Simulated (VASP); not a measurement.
Data:

```xyz
3
Lattice="-1.5782 1.5782 4.1506 1.5782 -1.5782 4.1506 1.5782 1.5782 -4.1506" Properties=species:S:1:pos:R:3 pbc="T T T"
Al     1.5782     1.5782    -1.3403
Al     0.0000     0.0000     5.4909
Os     1.5782     1.5782     4.1506
```

Method: PBEsol GGA, VASP's PBE PAW potentials (set 64) (plane waves; VASP). Numerical set-up: 530 eV cut-off, 9×9×9 Γ-centred mesh, Gaussian smearing of 0.050 eV, potentials Al Os.

**Question.** Give the elastic stiffness tensor with the ions relaxed (GPa, in the frame of the cell).

**Answer.** 
```json
[
 {"": "xx", "xx": "349", "yy": "136", "zz": "125", "yz": "0.0", "xz": "0.0", "xy": "0.0"},
 {"": "yy", "xx": "136", "yy": "349", "zz": "125", "yz": "0.0", "xz": "0.0", "xy": "0.0"},
 {"": "zz", "xx": "125", "yy": "125", "zz": "353", "yz": "0.0", "xz": "0.0", "xy": "0.0"},
 {"": "yz", "xx": "0.0", "yy": "0.0", "zz": "0.0", "yz": "194", "xz": "0.0", "xy": "0.0"},
 {"": "xz", "xx": "0.0", "yy": "0.0", "zz": "0.0", "yz": "0.0", "xz": "194", "xy": "0.0"},
 {"": "xy", "xx": "0.0", "yy": "0.0", "zz": "0.0", "yz": "0.0", "xz": "0.0", "xy": "164"}
]
```

**Question.** What does the run give for the Hill bulk modulus, Hill shear modulus, Young's modulus, Poisson's ratio?

**Answer.** 
- Hill bulk modulus = 202 GPa
- Hill shear modulus = 150 GPa
- Young's modulus = 361 GPa
- Poisson's ratio = 0.203

The structure comes from a computed database's Al2Os entry (I4/mmm); how it stands against other phases isn't given here. It was relaxed first.
